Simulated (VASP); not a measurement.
Computed with LDA (Ceperley-Alder, Perdew-Zunger), VASP's LDA PAW potentials (set 64) (plane waves; VASP). Each cell was relaxed at this level.

Question: Which of these has an unstable (imaginary) mode at Γ?
(A) BeSe, F-43m (216)
(B) MoIr, Pmma (51)
(C) HfPbO3, Pm-3m (221)
(D) SnBr2, P-3m1 (164)

Answer: C, HfPbO3, Pm-3m (221). Its optical Γ-point modes are 122i (×3), 105 (×3), 145 (×3), 600 (×3) cm⁻¹.
